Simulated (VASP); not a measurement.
# GaP: GW quasiparticle gap

Aim: the quasiparticle gap of GaP, and what it costs to get it. The cell is of the zinc-blende type, one of the forms listed for this formula. The start is a cell from a database of measured crystal structures.

Calculated with VASP 6.6.1; PBE; plane waves and PAW (Ga_d_GW, P_GW), in the first sound run; inputs show where later runs differ.

## 1. The structure

The structure is cubic, space group F-43m (No. 216). The conventional cell has a = 5.451 Å, b = 5.451 Å, c = 5.451 Å, α = 90.00°, β = 90.00°, γ = 90.00°. Nearest to Ga lie 4 P at 2.36 Å. Nearest to P lie 4 Ga at 2.36 Å. Farther neighbours are not listed.

Structure file:

```cif
data_structure
_symmetry_space_group_name_H-M 'P 1'
_symmetry_Int_Tables_number 1
_cell_length_a 3.8541
_cell_length_b 3.8541
_cell_length_c 3.8541
_cell_angle_alpha 60.000
_cell_angle_beta 60.000
_cell_angle_gamma 60.000
_cell_volume 40.48
loop_
_atom_site_label
_atom_site_type_symbol
_atom_site_fract_x
_atom_site_fract_y
_atom_site_fract_z
_atom_site_occupancy
Ga1 Ga 0.00000 0.00000 0.00000 1
P2 P 0.75000 0.75000 0.75000 1
```

## 2. Ground state

The orbitals come from a self-consistent PBE run with a tight EDIFF and a narrow smearing. KPOINTS_OPT adds the bands along a path, which shows whether the mesh holds the band edges.

Input file INCAR:

```
SYSTEM = GaP
PREC = Accurate
ENCUT = 430
EDIFF = 1E-08
NELM = 100
ISMEAR = 0
SIGMA = 0.01
LREAL = .FALSE.
ALGO = Normal
GGA = PE
NBANDS = 15
LORBIT = 11
LWAVE = .TRUE.
LCHARG = .FALSE.
KPAR = 4
```

Input file POSCAR:

```
GaP
1.0
    0.0000000000      2.7252500000      2.7252500000
    2.7252500000      0.0000000000      2.7252500000
    2.7252500000      2.7252500000      0.0000000000
Ga P
1 1
Direct
    0.0000000000      0.0000000000      0.0000000000
    0.7500000000      0.7500000000      0.7500000000
```

Input file KPOINTS:

```
Automatic mesh
0
Gamma
6 6 6
0 0 0
```

Input file KPOINTS_OPT:

```
Line mode
12
Line-mode
Reciprocal
  0.00000000   0.00000000   0.00000000 GAMMA
  0.50000000   0.00000000   0.50000000 X

  0.50000000   0.00000000   0.50000000 X
  0.50000000   0.25000000   0.75000000 W

  0.50000000   0.25000000   0.75000000 W
  0.37500000   0.37500000   0.75000000 K

  0.37500000   0.37500000   0.75000000 K
  0.00000000   0.00000000   0.00000000 GAMMA

  0.00000000   0.00000000   0.00000000 GAMMA
  0.50000000   0.50000000   0.50000000 L

  0.50000000   0.50000000   0.50000000 L
  0.62500000   0.25000000   0.62500000 U

  0.62500000   0.25000000   0.62500000 U
  0.50000000   0.25000000   0.75000000 W

  0.50000000   0.25000000   0.75000000 W
  0.50000000   0.50000000   0.50000000 L

  0.50000000   0.50000000   0.50000000 L
  0.37500000   0.37500000   0.75000000 K

  0.62500000   0.25000000   0.62500000 U
  0.50000000   0.00000000   0.50000000 X
```

The projector-augmented-wave data sets are Ga_d_GW and P_GW (PBE family, release 64).

Command:

```sh
mpirun -np 4 vasp_std
```

What it wrote:

```text
[banner, memory and clock lines left out]
running    4 mpi-ranks, on    1 nodes
 distrk:  each k-point on    1 cores,    4 groups
 distr:  one band on    1 cores,    1 groups

 POSCAR found type information on POSCAR GaP
 POSCAR found :  2 types and       2 ions
 LDA part: xc-table for (Slater+PW92), standard interpolation
 POSCAR, INCAR and KPOINTS ok, starting setup
 FFT: planning ... GRIDC
 FFT: planning ... GRID_SOFT
 FFT: planning ... GRID
 WAVECAR not read
 entering main loop
       N       E                     dE             d eps       ncg     rms          rms(c)
DAV:   1     0.117155005369E+03    0.11716E+03   -0.94238E+03   512   0.134E+03
DAV:   2     0.207509595746E+00   -0.11695E+03   -0.11180E+03   571   0.332E+02
DAV:   3    -0.903493526363E+01   -0.92424E+01   -0.91557E+01   655   0.112E+02
DAV:   4    -0.935847714504E+01   -0.32354E+00   -0.32348E+00   720   0.220E+01
DAV:   5    -0.936754233504E+01   -0.90652E-02   -0.90651E-02   696   0.236E+00    0.479E+00
DAV:   6    -0.911155355592E+01    0.25599E+00   -0.46142E-01   769   0.144E+01    0.272E+00
DAV:   7    -0.908082289146E+01    0.30731E-01   -0.99730E-02   691   0.281E+00    0.101E+00
DAV:   8    -0.908109548180E+01   -0.27259E-03   -0.81957E-03   631   0.698E-01    0.147E-01
DAV:   9    -0.908144944315E+01   -0.35396E-03   -0.10774E-03   687   0.320E-01    0.483E-02
DAV:  10    -0.908160693837E+01   -0.15750E-03   -0.18521E-04   598   0.117E-01    0.116E-02
DAV:  11    -0.908161874474E+01   -0.11806E-04   -0.20605E-05   735   0.472E-02    0.290E-03
DAV:  12    -0.908161938019E+01   -0.63546E-06   -0.12988E-06   594   0.934E-03    0.377E-04
DAV:  13    -0.908161938199E+01   -0.18022E-08   -0.40464E-08   718   0.149E-03
   1 F= -.90816194E+01 E0= -.90816194E+01  d E =-.175639E-35
 Start KPOINTS_OPT (optional k-point list driver)
k-point batch [1-16\120]
       N       E                     dE             ncg
DAV:   1     0.535598403061E+03   -0.54484E+04      496
DAV:   2    -0.150329989332E+04   -0.20389E+04      557
DAV:   3    -0.166142625858E+04   -0.15813E+03      676
DAV:   4    -0.166674643819E+04   -0.53202E+01      704
DAV:   5    -0.166691998318E+04   -0.17354E+00      726
DAV:   6    -0.166692335624E+04   -0.33731E-02      730
DAV:   7    -0.166692345819E+04   -0.10196E-03      770
DAV:   8    -0.166692345969E+04   -0.14912E-05      687
DAV:   9    -0.166692345972E+04   -0.29567E-07      634
DAV:  10    -0.166692345972E+04   -0.28115E-08      485
[...]
k-point batch [113-120\120]
       N       E                     dE             ncg
DAV:   1     0.506833280903E+04   -0.47111E+04      256
DAV:   2     0.413229954017E+04   -0.93603E+03      289
DAV:   3     0.406229863544E+04   -0.70001E+02      338
DAV:   4     0.405965374831E+04   -0.26449E+01      411
DAV:   5     0.405959058408E+04   -0.63164E-01      356
DAV:   6     0.405959009309E+04   -0.49099E-03      365
DAV:   7     0.405959008419E+04   -0.89026E-05      379
DAV:   8     0.405959008370E+04   -0.48725E-06      395
DAV:   9     0.405959008369E+04   -0.78908E-08      284
 writing wavefunctions
```

Run time: 8.2 s. Hardware: 4 MPI ranks of Intel Xeon 6975P-C (Granite Rapids), shared host; peak memory 0.6 GiB; 29 s of CPU time.

Lines that name or quote the potential files are left out of all logs, and their timing lines are given in words.

From OUTCAR (step 2):

```text
ion  position               nearest neighbor table
   1  0.000  0.000  0.000-   2 2.36   2 2.36   2 2.36   2 2.36
   2  0.750  0.750  0.750-   1 2.36   1 2.36   1 2.36   1 2.36

  LATTYP: Found a face centered cubic cell.
 ALAT       =     5.4505000000

 Subroutine GETGRP returns: Found 24 space group operations
 (whereof 24 operations were pure point group operations)

The static configuration has the point symmetry T_d .

 Found     16 irreducible k-points:

   k-points           NKPTS =     16   k-points in BZ     NKDIM =     16   number of bands    NBANDS=     15

   dimension x,y,z NGX =    28 NGY =   28 NGZ =   28
   dimension x,y,z NGXF=    56 NGYF=   56 NGZF=   56

   ENCUT  =  430.0 eV  31.60 Ry    5.62 a.u.   6.52  6.52  6.52*2*pi/ulx,y,z

   NELECT =      18.0000    total number of electrons

 k-points in reciprocal lattice and weights: Automatic mesh
   0.00000000  0.00000000  0.00000000       0.005
   0.16666667  0.00000000  0.00000000       0.037
   0.33333333  0.00000000  0.00000000       0.037
   0.50000000  0.00000000  0.00000000       0.019
   0.16666667  0.16666667  0.00000000       0.028
   0.33333333  0.16666667  0.00000000       0.111
   0.50000000  0.16666667  0.00000000       0.111
  -0.33333333  0.16666667  0.00000000       0.111
  -0.16666667  0.16666667  0.00000000       0.056
[...]
-0.33333333  0.33333333  0.16666667       0.111
  -0.33333333  0.50000000  0.16666667       0.056

 average (electrostatic) potential at core
       1 -65.6672       2 -74.8220

 E-fermi :   4.4504

 k-point     1 :       0.0000    0.0000    0.0000
  band No.  band energies     occupation
    ...
      5     -10.0903      2.00000
      6      -8.1293      2.00000
      7       4.3650      2.00000
      8       4.3650      2.00000
      9       4.3650      2.00000
     10       6.1861      0.00000
     11       8.2450      0.00000
     12       8.2450      0.00000
     13       8.2450      0.00000
     14      13.1806      0.00000
    ...

 k-point     2 :       0.1667    0.0000    0.0000
  band No.  band energies     occupation
    ...
      5     -10.0901      2.00000
      6      -7.7733      2.00000
      7       1.9759      2.00000
      8       3.9940      2.00000
      9       3.9940      2.00000
     10       6.7746      0.00000
     11       8.7936      0.00000
     12       8.7936      0.00000
     13       9.3895      0.00000
     14      13.2909      0.00000
    ...

 k-point     3 :       0.3333    0.0000    0.0000
  band No.  band energies     occupation
    ...
      5     -10.0867      2.00000
      6      -6.8267      2.00000
      7      -0.8448      2.00000
      8       3.4580      2.00000
      9       3.4580      2.00000
     10       6.2599      0.00000
     11       9.1700      0.00000
     12       9.1700      0.00000
     13      11.9614      0.00000
     14      13.9680      0.00000
    ...

  Total        0.6271380      0.6271380      0.6271380     -0.0000000     -0.0000000     -0.0000000
  in kB       24.8213079     24.8213079     24.8213079     -0.0000000     -0.0000000     -0.0000000
  external PRESSURE =      24.8213079 kB  Pullay stress =       0.0000000 kB

  energy-cutoff  :      430.00
  volume of cell :       40.48
      direct lattice vectors                 reciprocal lattice vectors
     0.000000000  2.725250000  2.725250000    -0.183469406  0.183469406  0.183469406
     2.725250000  0.000000000  2.725250000     0.183469406 -0.183469406  0.183469406
     2.725250000  2.725250000  0.000000000     0.183469406  0.183469406 -0.183469406

 POSITION                                       TOTAL-FORCE (eV/Angst)
 -----------------------------------------------------------------------------------
      0.00000      0.00000      0.00000        -0.000000     -0.000000     -0.000000
      4.08788      4.08788      4.08788         0.000000      0.000000      0.000000
 -----------------------------------------------------------------------------------
    total drift:                               -0.000011     -0.000011     -0.000011

  FREE ENERGIE OF THE ION-ELECTRON SYSTEM (eV)
  ---------------------------------------------------
  free  energy   TOTEN  =        -9.0816193820 eV

  energy  without entropy=       -9.0816193820  energy(sigma->0) =       -9.08161938

 total charge
# of ion       s       p       d       tot
------------------------------------------
    1        0.853   0.849   9.965  11.667
    2        1.121   1.728   0.047   2.896
--------------------------------------------------
tot          1.975   2.577  10.011  14.563

[... 3 further parts left out ...]
```

Numbers from this step:

```yaml
free_energy_toten: -9.082 eV
fermi_energy: 4.450 eV
pressure: 2.482 GPa
least_gap_on_mesh_and_path: 1.591 eV
least_direct_gap_on_mesh_and_path: 1.821 eV
```

The highest empty bands on the path are converged less tightly, to about 0.1 eV. The electronic bands at the labelled points (eV, zero at the valence-band top; v1 is the highest filled band, c1 the lowest empty one):

| point | v3 | v2 | v1 | c1 | c2 | c3 | c4 |
| --- | --- | --- | --- | --- | --- | --- | --- |
| Γ | 0.00 | 0.00 | 0.00 | 1.82 | 3.88 | 3.88 | 3.88 |
| 0.45 of the way | -3.29 | -1.51 | -1.51 | 2.33 | 3.86 | 6.36 | 6.36 |
| X | -6.76 | -2.68 | -2.68 | 1.65 | 1.82 | 10.57 | 10.57 |
| 0.45 of the way | -6.68 | -3.10 | -3.04 | 2.59 | 2.77 | 8.74 | 8.85 |
| W | -6.55 | -3.58 | -3.42 | 4.70 | 4.86 | 6.10 | 6.15 |
| 0.45 of the way | -6.54 | -3.81 | -2.88 | 3.32 | 4.86 | 6.84 | 7.21 |
| K | -6.55 | -3.94 | -2.26 | 2.18 | 4.80 | 8.23 | 8.26 |
| 0.45 of the way | -4.60 | -2.73 | -0.80 | 3.30 | 5.20 | 5.20 | 5.89 |
| Γ | 0.00 | 0.00 | 0.00 | 1.82 | 3.88 | 3.88 | 3.88 |
| 0.45 of the way | -3.48 | -0.59 | -0.59 | 2.23 | 4.67 | 4.67 | 5.98 |
| L | -6.64 | -1.12 | -1.12 | 1.67 | 4.71 | 4.71 | 8.28 |
| 0.45 of the way | -6.48 | -2.76 | -1.54 | 2.78 | 4.73 | 5.75 | 7.98 |
| U | -6.55 | -3.94 | -2.26 | 2.18 | 4.80 | 8.23 | 8.26 |
| 0.45 of the way | -6.54 | -3.85 | -2.73 | 3.01 | 4.85 | 7.10 | 7.48 |
| W | -6.55 | -3.58 | -3.42 | 4.70 | 4.86 | 6.10 | 6.15 |
| 0.55 of the way | -6.44 | -3.00 | -1.80 | 3.30 | 4.28 | 6.25 | 7.96 |
| L | -6.64 | -1.12 | -1.12 | 1.67 | 4.71 | 4.71 | 8.28 |
| 0.55 of the way | -6.44 | -3.15 | -1.68 | 2.75 | 5.08 | 6.15 | 7.61 |
| K | -6.55 | -3.94 | -2.26 | 2.18 | 4.80 | 8.23 | 8.26 |
| jump to U | -6.55 | -3.94 | -2.26 | 2.18 | 4.80 | 8.23 | 8.26 |
| 0.45 of the way | -6.69 | -3.32 | -2.55 | 1.86 | 2.91 | 9.39 | 9.53 |
| X | -6.76 | -2.68 | -2.68 | 1.65 | 1.82 | 10.57 | 10.57 |

Of the projections kept (Ga, P), the largest for each band there; the rest of the weight can lie on other orbitals:

| point | v3 | v2 | v1 | c1 | c2 | c3 | c4 |
| --- | --- | --- | --- | --- | --- | --- | --- |
| Γ | P 0.75 | P 0.75 | P 0.75 | P 0.53 | Ga 0.73 | Ga 0.73 | Ga 0.73 |
| X | Ga 0.73 | P 0.62 | P 0.62 | Ga 0.58 | Ga 0.59 | Ga 0.52 | Ga 0.52 |
| W | Ga 0.74 | P 0.63 | P 0.57 | P 0.75 | P 0.60 | Ga 0.64 | Ga 0.63 |
| K | Ga 0.72 | P 0.59 | P 0.63 | Ga 0.58 | P 0.60 | P 0.52 | P 0.59 |
| Γ | P 0.75 | P 0.75 | P 0.75 | P 0.53 | Ga 0.73 | Ga 0.73 | Ga 0.73 |
| L | Ga 0.60 | P 0.67 | P 0.67 | Ga 0.57 | Ga 0.61 | Ga 0.62 | P 0.66 |

The electronic bands as a text plot (rows in eV, shown from -6.8 to 3.9 only):

```
    3.7 |+++++      +             +                 +
    3.2 |     +     +  +   ++++                      +
    2.8 | +++  +          +    ++           ++  +     +   ++   +
    2.3 |+      +  +    ++       + +++     +  ++       +    ++
    1.9 |    ++  ++               +   +++++             ++    +++
    1.4 |      +++
    1.0 |
    0.6 |
    0.1 |*                      ***
   -0.3 |**                   **** ***
   -0.8 | **                 * *      **
   -1.2 |   *              **   *  *    ****           ****
   -1.7 |  * *            *         *       **       *** * *
   -2.1 |     *          *    **           *  **            **
   -2.5 |   *  ****     *    *       *      *   *   * *   *   ***
   -3.0 |         **   *                         * * *     *   **
   -3.4 |           ***     *                *    * *
   -3.9 |    *         *****  *               **** *        ***
   -4.3 |                             *
   -4.8 |     *              *
   -5.2 |                   *          *
   -5.6 |      *           *
   -6.1 |       *         *             *
   -6.5 |        *********               ************************
         Γ       X    W  K        Γ      L     U  W     L   K|U X
```

The cell has a gap of 1.59 eV on mesh and path and a pressure of +2.5 GPa, which holds the misfit of the given cell and coordinates with this functional, and any error of cutoff, mesh and data sets. Spin-orbit coupling is left out, which can shift or reorder these edges.

## 3. Empty bands, functional PBE

ALGO = Exact makes the empty bands from the converged ground state in one step. LOPTICS writes the k-derivatives of the orbitals (WAVEDER), which give the long-wavelength limit of the screening.

Input file INCAR:

```
SYSTEM = GaP
PREC = Accurate
ENCUT = 430
ISMEAR = 0
SIGMA = 0.01
LREAL = .FALSE.
GGA = PE
NBANDS = 224
ALGO = Exact
NELM = 1
LWAVE = .TRUE.
LCHARG = .FALSE.
LOPTICS = .TRUE.
NEDOS = 1000
CSHIFT = 0.1
```

POSCAR is that of step 2.

KPOINTS is that of step 2.

Command:

```sh
mpirun -np 4 vasp_std
```

What it wrote:

```text
[banner, memory and clock lines left out]
running    4 mpi-ranks, on    1 nodes
 distrk:  each k-point on    4 cores,    1 groups
 distr:  one band on    1 cores,    4 groups

 POSCAR found type information on POSCAR GaP
 POSCAR found :  2 types and       2 ions
 LDA part: xc-table for (Slater+PW92), standard interpolation
 found WAVECAR, reading the header
  number of bands has changed, file:    15 present:   224
  trying to continue reading WAVECAR, but it might fail
 POSCAR, INCAR and KPOINTS ok, starting setup
 FFT: planning ... GRIDC
 FFT: planning ... GRID_SOFT
 FFT: planning ... GRID
 reading WAVECAR
 random initialization beyond band           15
 the WAVECAR file was read successfully
 initial charge from wavefunction
 entering main loop
       N       E                     dE             d eps       ncg     rms          rms(c)
DIA:   1    -0.908161938804E+01   -0.90816E+01    0.00000E+00     0   0.000E+00
   1 F= -.90816194E+01 E0= -.90816194E+01  d E =-.247267E-97
 writing wavefunctions
 optical routines
 imaginary and real dielectric function
 recalculating local potential from charge density
 direction            1
 direction            2
 direction            3
```

Wall time 6 s (4 MPI ranks); peak memory 0.75 GiB; 21 s of CPU time.

From OUTCAR (step 3):

```text
The static configuration has the point symmetry T_d .

 Found     16 irreducible k-points:

   k-points           NKPTS =     16   k-points in BZ     NKDIM =     16   number of bands    NBANDS=    224

   NELECT =      18.0000    total number of electrons

 E-fermi :   4.5118

 k-point     1 :       0.0000    0.0000    0.0000
  band No.  band energies     occupation
    ...
      5     -10.0904      2.00000
      6      -8.1293      2.00000
      7       4.3650      2.00000
      8       4.3650      2.00000
      9       4.3650      2.00000
     10       6.1861      0.00000
     11       8.2449      0.00000
     12       8.2449      0.00000
     13       8.2449      0.00000
     14      13.1806      0.00000
    ...

 k-point     4 :       0.5000    0.0000    0.0000
  band No.  band energies     occupation
    ...
      5     -10.0830      2.00000
      6      -6.0641      2.00000
      7      -2.2708      2.00000
      8       3.2464      2.00000
      9       3.2464      2.00000
     10       6.0334      0.00000
     11       9.0741      0.00000
     12       9.0741      0.00000
     13      12.6465      0.00000
     14      15.2517      0.00000
    ...

  Total        0.6260947      0.6260947      0.6260947     -0.0000000      0.0000000     -0.0000000
  in kB       24.7800142     24.7800142     24.7800142     -0.0000000      0.0000000     -0.0000000
  external PRESSURE =      24.7800142 kB  Pullay stress =       0.0000000 kB

 POSITION                                       TOTAL-FORCE (eV/Angst)
 -----------------------------------------------------------------------------------
      0.00000      0.00000      0.00000        -0.000000      0.000000      0.000000
      4.08788      4.08788      4.08788         0.000000     -0.000000     -0.000000
 -----------------------------------------------------------------------------------
    total drift:                               -0.000011     -0.000011     -0.000011

  FREE ENERGIE OF THE ION-ELECTRON SYSTEM (eV)
  ---------------------------------------------------
  free  energy   TOTEN  =        -9.0816193880 eV

  energy  without entropy=       -9.0816193880  energy(sigma->0) =       -9.08161939

 plasma frequency squared (from intraband transitions) (eV^2)
  --------------------------------------------------------------------------------------
       0.000       0.000      -0.000
      -0.000       0.000       0.000
      -0.000       0.000       0.000

[... 10 parts as in an earlier step ...]

[... 2 further parts left out ...]
```

The gap is read on the k-mesh alone, so it is an upper bound where the band edges lie off the mesh.

Numbers from this step:

```
gap on the k-mesh              : 1.647 eV
least direct gap on the k-mesh : 1.821 eV
```

WAVECAR now holds 224 bands for 18 electrons. Its independent-particle dielectric tensor has xx, yy, zz = 13.4, 13.4, 13.4 on this mesh, which isn't tested for convergence in mesh or bands and lacks local fields.

(Continued in part 2 of 7.)

[Lines on the potential files, build, host, timing and source positions are cut from VASP's logs without a mark.]

[Logs are printed without paths, hosts, clocks, repeated set-up lines and the standing remarks that a program may print on its own settings, such as how far it seeks lower states.]

[Hosts, paths, dates, database ids (printed as entryN), source tags and the programs' standing remarks are cut or masked in the printed files.]

[Pressures printed for these runs are not shown converged in the cutoff: they can be off by several GPa and have the wrong sign.]
